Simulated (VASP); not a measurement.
Set up this calculation in VASP 6.6.1, as the native input.

| Property | Result |
| --- | --- |
| Task | single point |
| Functional | PBE0(alpha) |
| Potentials or basis | VASP PAW PBE potentials, release 64 (Ir, S) |
| Cutoff | 520 eV |
| k mesh | 5 × 5 × 3 |
| Occupations | fermi-dirac, width 0.05 eV |
| Spin | no spin polarisation |
| Share of exact exchange | 0.1 |
| Grid for exact exchange (PRECFOCK) | Fast |
| Exchange at q = 0 | truncated |
| Further INCAR settings | ALGO = Normal; EDIFF = 1e-06 |

Crystal: IrS.

```
Ir S
1.0
     3.48970    0.00000    0.00000
    -1.74485    3.02217    0.00000
     0.00000    0.00000    4.34569
Ir S
1 1
Direct
  0.00000 0.00000 0.50000
  0.66667 0.33333 0.00000
```

The cell was built by a generator and needn't be a form met in nature.

The input as run:

POSCAR

```
IrS
1.0
    3.4896986500      0.0000000000      0.0000000000
   -1.7448493200      3.0221676800      0.0000000000
    0.0000000000      0.0000000000      4.3456873700
Ir S
1 1
Direct
    0.0000000000      0.0000000000      0.5000000000
    0.6666666700      0.3333333300      0.0000000000
```

INCAR.step1

```
ALGO     = Normal         # electronic algorithm
EDIFF    = 1E-5           # SCF threshold, eV
ENCUT    = 520            # plane-wave cutoff, eV
GGA      = PE             # functional
ISIF     = 2              # what is computed and relaxed
ISMEAR   = -1             # smearing method
LASPH    = True           # aspherical terms in the spheres
LCHARG   = False          # write CHGCAR
LREAL    = False          # projectors in reciprocal space
LWAVE    = True           # write WAVECAR
NELM     = 60             # most SCF steps
PREC     = Accurate       # precision mode
SIGMA    = 0.05           # smearing width, eV
```

INCAR.step2

```
AEXX     = 0.1            # exact-exchange fraction
ALGO     = Normal         # electronic algorithm
EDIFF    = 1E-6           # SCF threshold, eV
ENCUT    = 520            # plane-wave cutoff, eV
GGA      = PE             # functional
HFRCUT   = -1           
ISIF     = 2              # what is computed and relaxed
ISMEAR   = -1             # smearing method
ISTART   = 1            
LASPH    = True           # aspherical terms in the spheres
LCHARG   = False          # write CHGCAR
LHFCALC  = True           # exact exchange
LREAL    = False          # projectors in reciprocal space
LWAVE    = False          # write WAVECAR
NELM     = 60             # most SCF steps
PREC     = Accurate       # precision mode
PRECFOCK = Fast         
SIGMA    = 0.05           # smearing width, eV
```

KPOINTS

```
k-points
0
Gamma
  5 5 3
```

Potentials or basis: VASP PAW PBE potentials, release 64 (Ir, S).

Launch:

```bash
$ cat potpaw_PBE.64/Ir/POTCAR potpaw_PBE.64/S/POTCAR > POTCAR
$ cp INCAR.step1 INCAR
$ mpirun -np 1 vasp_std > vasp.out
$ cp INCAR.step2 INCAR
$ mpirun -np 1 vasp_std > vasp.out
```

Results of the run:

* Pressure: -29.9 GPa
* Band gap on the k mesh: none (metal or under the smearing width)

Caveat: the k mesh is coarse (spacing up to 0.48 Å⁻¹), so the values aren't converged, least of all with exact exchange; a pressure of tens of GPa on the cell as given is suspect, and the run, the potentials or the cell itself is likely at fault; the PAW data sets were made with another functional, which shifts forces and pressure a little.

Run time: 76 s on 1 thread of Intel(R) Xeon(R) 6975P-C (Granite Rapids), with other jobs on the host, peak memory 0.17 GiB.
